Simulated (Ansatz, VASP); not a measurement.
# Cross-check of EuCd2Sb2 between VASP and Ansatz, part 2 of 3

Wanted: the spread between two codes on one cell, functional and k mesh.

VASP 6.6.1 and Ansatz 0.2.0.

So far: The starting structure; VASP: relaxation of cell and atoms, r2SCAN with rVV10, DFT+U.

### 2. VASP: relaxation of cell and atoms, r2SCAN with rVV10, DFT+U (continued)

Level of this step: r2SCAN with rVV10, DFT+U (Eu f 6 eV), spin-polarised from a ferromagnetic start (one magnetic atom a cell); plane waves and PAW (Eu, Cd, Sb) (VASP).

From OUTCAR (step 2):

```text
ion  position               nearest neighbor table
   1  0.000  0.000  0.000-   4 3.33   5 3.33   5 3.33   4 3.33   4 3.33   5 3.33
   2  0.667  0.333  0.365-   5 2.89   5 2.89   5 2.89   4 3.00   3 3.44   3 3.44   3 3.44
   3  0.333  0.667  0.635-   4 2.89   4 2.89   4 2.89   5 3.00   2 3.44   2 3.44   2 3.44
   4  0.667  0.333  0.754-   3 2.89   3 2.89   3 2.89   2 3.00   1 3.33   1 3.33   1 3.33
   5  0.333  0.667  0.246-   2 2.89   2 2.89   2 2.89   3 3.00   1 3.33   1 3.33   1 3.33

  LATTYP: Found a hexagonal cell.
 ALAT       =     4.7439215846
 C/A-ratio  =     1.6240821086

 Subroutine GETGRP returns: Found 12 space group operations
 (whereof 12 operations were pure point group operations)

The static configuration has the point symmetry D_3d.

 Found     17 irreducible k-points:

   k-points           NKPTS =     17   k-points in BZ     NKDIM =     17   number of bands    NBANDS=     34

   dimension x,y,z NGX =    36 NGY =   36 NGZ =   54
   dimension x,y,z NGXF=    72 NGYF=   72 NGZF=  108

   ENCUT  =  450.0 eV  33.07 Ry    5.75 a.u.   8.21  8.21 13.33*2*pi/ulx,y,z

   NELECT =      51.0000    total number of electrons

 k-points in reciprocal lattice and weights: Automatic mesh
   0.00000000  0.00000000  0.00000000       0.009
   0.16666667  0.00000000  0.00000000       0.056
   0.33333333  0.00000000  0.00000000       0.056
   0.50000000  0.00000000  0.00000000       0.028
   0.16666667  0.16666667  0.00000000       0.056
   0.33333333  0.16666667  0.00000000       0.111
   0.33333333  0.33333333  0.00000000       0.019
   0.00000000  0.00000000  0.33333333       0.019
   0.16666667  0.00000000  0.33333333       0.056
[...]
-0.16666667  0.50000000  0.33333333       0.111
   0.33333333  0.33333333  0.33333333       0.037

atom =   1  type =  1  l = 3

 onsite density matrix

spin component  1

  0.9783  0.0000 -0.0000 -0.0011  0.0000  0.0000 -0.0000
  0.0000  0.9784 -0.0000  0.0000  0.0012 -0.0000 -0.0000
 -0.0000 -0.0000  0.9787 -0.0000 -0.0000  0.0012 -0.0000
 -0.0011  0.0000 -0.0000  0.9797 -0.0000 -0.0000 -0.0000
  0.0000  0.0012 -0.0000 -0.0000  0.9787  0.0000 -0.0000
  0.0000 -0.0000  0.0012 -0.0000  0.0000  0.9784 -0.0000
 -0.0000 -0.0000 -0.0000 -0.0000 -0.0000 -0.0000  0.9800

spin component  2

  0.0008 -0.0000 -0.0000  0.0007 -0.0000 -0.0000 -0.0000
 -0.0000  0.0013 -0.0000 -0.0000 -0.0002 -0.0000  0.0000
 -0.0000 -0.0000  0.0005 -0.0000 -0.0000 -0.0002  0.0000
  0.0007 -0.0000 -0.0000  0.0006 -0.0000 -0.0000  0.0000
 -0.0000 -0.0002 -0.0000 -0.0000  0.0005  0.0000 -0.0000
 -0.0000 -0.0000 -0.0002 -0.0000  0.0000  0.0013  0.0000
 -0.0000  0.0000  0.0000  0.0000 -0.0000  0.0000  0.0004

 occupancies and eigenvectors

  o =  0.0001  v =  0.0000  0.0000  0.0000  0.0000  0.0000  0.0000  0.0000 -0.6566 -0.0000 -0.0000  0.7543 -0.0000  0.0000 -0.0000      0.0000  0.0000  0.0000  0.0000  0.0000  0.0000  0.0000  0.0000  0.0000  0.0000  0.0000  0.0000  0.0000  0.0000
  o =  0.0004  v =  0.0000  0.0000  0.0000  0.0000  0.0000  0.0000  0.0000  0.0000 -0.0000  0.0000 -0.0000 -0.0000  0.0000 -1.0000      0.0000  0.0000  0.0000  0.0000  0.0000  0.0000  0.0000  0.0000  0.0000  0.0000  0.0000  0.0000  0.0000  0.0000
  o =  0.0005  v =  0.0000  0.0000  0.0000  0.0000  0.0000  0.0000  0.0000  0.0000  0.0000  0.9674  0.0000  0.0000  0.2534  0.0000      0.0000  0.0000  0.0000  0.0000  0.0000  0.0000  0.0000  0.0000  0.0000  0.0000  0.0000  0.0000  0.0000  0.0000
  o =  0.0005  v =  0.0000  0.0000  0.0000  0.0000  0.0000  0.0000  0.0000 -0.0000  0.2534 -0.0000  0.0000  0.9674 -0.0000 -0.0000      0.0000  0.0000  0.0000  0.0000  0.0000  0.0000  0.0000  0.0000  0.0000  0.0000  0.0000  0.0000  0.0000  0.0000
  o =  0.0014  v =  0.0000  0.0000  0.0000  0.0000  0.0000  0.0000  0.0000  0.7543  0.0000 -0.0000  0.6566 -0.0000  0.0000  0.0000      0.0000  0.0000  0.0000  0.0000  0.0000  0.0000  0.0000  0.0000  0.0000  0.0000  0.0000  0.0000  0.0000  0.0000
  o =  0.0014  v =  0.0000  0.0000  0.0000  0.0000  0.0000  0.0000  0.0000  0.0000 -0.0001  0.2534  0.0000  0.0000 -0.9674  0.0000      0.0000  0.0000  0.0000  0.0000  0.0000  0.0000  0.0000  0.0000  0.0000  0.0000  0.0000  0.0000  0.0000  0.0000
  o =  0.0014  v =  0.0000  0.0000  0.0000  0.0000  0.0000  0.0000  0.0000 -0.0000 -0.9674 -0.0000 -0.0000  0.2534  0.0001 -0.0000      0.0000  0.0000  0.0000  0.0000  0.0000  0.0000  0.0000  0.0000  0.0000  0.0000  0.0000  0.0000  0.0000  0.0000
  o =  0.9773  v =  0.0000  0.0000  0.6751 -0.0000 -0.0000 -0.7377 -0.0000  0.0000  0.0000  0.0000  0.0000  0.0000  0.0000  0.0000      0.0000  0.0000  0.0000  0.0000  0.0000  0.0000  0.0000  0.0000  0.0000  0.0000  0.0000  0.0000  0.0000  0.0000
  o =  0.9773  v = -0.0000  0.7377 -0.0000  0.0000 -0.6751  0.0000 -0.0000  0.0000  0.0000  0.0000  0.0000  0.0000  0.0000  0.0000      0.0000  0.0000  0.0000  0.0000  0.0000  0.0000  0.0000  0.0000  0.0000  0.0000  0.0000  0.0000  0.0000  0.0000
  o =  0.9777  v =  0.8828  0.0000  0.0000  0.4697 -0.0000  0.0000  0.0000  0.0000  0.0000  0.0000  0.0000  0.0000  0.0000  0.0000      0.0000  0.0000  0.0000  0.0000  0.0000  0.0000  0.0000  0.0000  0.0000  0.0000  0.0000  0.0000  0.0000  0.0000
  o =  0.9798  v =  0.0000 -0.0000 -0.7377 -0.0000 -0.0000 -0.6751 -0.0000  0.0000  0.0000  0.0000  0.0000  0.0000  0.0000  0.0000      0.0000  0.0000  0.0000  0.0000  0.0000  0.0000  0.0000  0.0000  0.0000  0.0000  0.0000  0.0000  0.0000  0.0000
  o =  0.9798  v =  0.0000  0.6751 -0.0000 -0.0000  0.7377 -0.0000  0.0000  0.0000  0.0000  0.0000  0.0000  0.0000  0.0000  0.0000      0.0000  0.0000  0.0000  0.0000  0.0000  0.0000  0.0000  0.0000  0.0000  0.0000  0.0000  0.0000  0.0000  0.0000
  o =  0.9800  v = -0.0000 -0.0000 -0.0000  0.0000 -0.0000 -0.0000  1.0000  0.0000  0.0000  0.0000  0.0000  0.0000  0.0000  0.0000      0.0000  0.0000  0.0000  0.0000  0.0000  0.0000  0.0000  0.0000  0.0000  0.0000  0.0000  0.0000  0.0000  0.0000
  o =  0.9803  v = -0.4697  0.0000 -0.0000  0.8828  0.0000 -0.0000 -0.0000  0.0000  0.0000  0.0000  0.0000  0.0000  0.0000  0.0000      0.0000  0.0000  0.0000  0.0000  0.0000  0.0000  0.0000  0.0000  0.0000  0.0000  0.0000  0.0000  0.0000  0.0000

 average (electrostatic) potential at core
       1 -43.5201       2 -43.7738       3 -43.7738       4 -93.2554       5 -93.2554

 E-fermi :   4.1003

 spin component 1
 k-point     1 :       0.0000    0.0000    0.0000
  band No.  band energies     occupation
    ...
     25       2.3524      1.00000
     26       2.3524      1.00000
     27       3.9242      1.00787
     28       4.0036      0.86102
     29       4.0036      0.86102
     30       4.2994     -0.02462
     31       4.8939     -0.00000
     32       5.6925     -0.00000
     33       5.9741     -0.00000
     34       5.9741     -0.00000

 k-point     2 :       0.1667    0.0000    0.0000
  band No.  band energies     occupation
    ...
     25       2.2405      1.00000
     26       2.3724      1.00000
     27       2.5489      1.00000
     28       3.4051      1.00001
     29       3.4895      1.00007
     30       5.0494     -0.00000
     31       5.4315     -0.00000
     32       6.1065     -0.00000
     33       6.7234     -0.00000
     34       6.7457     -0.00000

 k-point     3 :       0.3333    0.0000    0.0000
  band No.  band energies     occupation
    ...
     25       2.2405      1.00000
     26       2.2600      1.00000
     27       2.3614      1.00000
     28       2.5454      1.00000
     29       2.6893      1.00000
     30       4.6498     -0.00036
     31       6.0142     -0.00000
     32       6.6615     -0.00000
     33       7.1041     -0.00000
     34       7.2574     -0.00000

 k-point     4 :       0.5000    0.0000    0.0000
  band No.  band energies     occupation
    ...
     25       2.2367      1.00000
     26       2.2457      1.00000
     27       2.2881      1.00000
     28       2.3218      1.00000
     29       2.4023      1.00000
     30       4.3532     -0.03523
     31       6.2552     -0.00000
     32       6.3522     -0.00000
     33       7.8088     -0.00000
     34       7.8342     -0.00000

 k-point     5 :       0.1667    0.1667    0.0000
  band No.  band energies     occupation
    ...
     25       2.2433      1.00000
     26       2.2821      1.00000
     27       2.3154      1.00000
     28       2.4586      1.00000
     29       3.1417      1.00000
     30       5.3865     -0.00000
     31       6.1199     -0.00000
     32       6.3677     -0.00000
     33       6.8125     -0.00000
     34       6.9913     -0.00000

 k-point     6 :       0.3333    0.1667    0.0000
  band No.  band energies     occupation
    ...
     25       2.2352      1.00000
     26       2.2451      1.00000
     27       2.2573      1.00000
     28       2.2772      1.00000
     29       2.4373      1.00000
     30       5.5947     -0.00000
     31       6.1997     -0.00000
     32       6.4000     -0.00000
     33       7.0180     -0.00000
     34       7.5537     -0.00000

  Total       -0.0346816     -0.0346816     -0.0213509     -0.0000000      0.0000000      0.0000000
  in kB       -0.3730439     -0.3730439     -0.2296553     -0.0000000      0.0000000      0.0000000
  external PRESSURE =      -0.3252477 kB  Pullay stress =       0.0000000 kB

  energy-cutoff  :      450.00
  volume of cell :      148.95
      direct lattice vectors                 reciprocal lattice vectors
     4.719214727 -0.000000000 -0.000000000     0.211899661  0.122340326  0.000000000
    -2.359607363  4.086959839  0.000000000     0.000000000  0.244680652  0.000000000
    -0.000000000 -0.000000000  7.722882626    -0.000000000 -0.000000000  0.129485329

 POSITION                                       TOTAL-FORCE (eV/Angst)
 -----------------------------------------------------------------------------------
      4.71921     -0.00000      0.00000        -0.000000      0.000000      0.000000
      2.35961      1.36232      2.83469         0.000000     -0.000000      0.003258
     -0.00000      2.72464      4.88819        -0.000000      0.000000     -0.003258
      2.35961      1.36232      5.81655         0.000000     -0.000000      0.006393
     -0.00000      2.72464      1.90634        -0.000000      0.000000     -0.006393
 -----------------------------------------------------------------------------------
    total drift:                                0.000000      0.000000     -0.000000

  FREE ENERGIE OF THE ION-ELECTRON SYSTEM (eV)
  ---------------------------------------------------
  free  energy   TOTEN  =      -132.1963863844 eV

  energy  without entropy=     -132.1968127407  energy(sigma->0) =     -132.19652850

 reached required accuracy - stopping structural energy minimisation

 total charge
# of ion       s       p       d       f       tot
--------------------------------------------------
    1        2.036   5.812   0.230   6.850  14.928
    2        0.461   0.311   9.525   0.000  10.296
    3        0.461   0.311   9.525   0.000  10.296
    4        1.099   1.400   0.015   0.000   2.514
    5        1.099   1.400   0.015   0.000   2.514
--------------------------------------------------
tot          5.155   9.233  19.309   6.850  40.548

 magnetization (x)
# of ion       s       p       d       f       tot
--------------------------------------------------
    1       -0.025  -0.195   0.048   6.840   6.668
    2       -0.003  -0.005  -0.001   0.000  -0.009
    3       -0.003  -0.005  -0.001   0.000  -0.009
    4       -0.006  -0.021   0.001   0.000  -0.026
    5       -0.006  -0.021   0.001   0.000  -0.026
--------------------------------------------------
tot         -0.042  -0.247   0.049   6.840   6.599

[... 6 further parts left out ...]
```

CONTCAR:

```
EuCd2Sb2
   1.00000000000000
     4.7192147266591489   -0.0000000000000000   -0.0000000000000000
    -2.3596073633295744    4.0869598391759165    0.0000000000000000
    -0.0000000000000000   -0.0000000000000000    7.7228826257297829
  Eu              Cd              Sb
     1     2     2
Direct
     1.0000000000000000    0.0000000000000000    0.0000000000000000
     0.6666666699999979    0.3333333300000021    0.3670511779759885
     0.3333333300000021    0.6666666699999979    0.6329488220240117
     0.6666666699999979    0.3333333300000021    0.7531574758358213
     0.3333333300000021    0.6666666699999979    0.2468425241641788
```

The cell holds one magnetic atom, so no antiferromagnetic order fits into it. Experiment finds antiferromagnetic order in this phase (below 7.4 K, arxiv:1806.00559), so this ferromagnetic run describes another state. The gap is under twice the smearing width, so the edge states are partly filled and the run can't tell a small gap from a semimetal. Methfessel-Paxton smearing is not meant for a cell with a gap. The run keeps the 12 symmetry operations of its start, so it cannot find a distortion of lower symmetry.

[end of part 2 of 3]

[Lines on the potential files, build, host, timing and source positions are cut from VASP's logs without a mark.]

[Logs are printed without paths, hosts, clocks, repeated set-up lines and the standing remarks that a program may print on its own settings, such as how far it seeks lower states.]

[Hosts, paths, dates, database ids (printed as entryN), source tags and the programs' standing remarks are cut or masked in the printed files.]
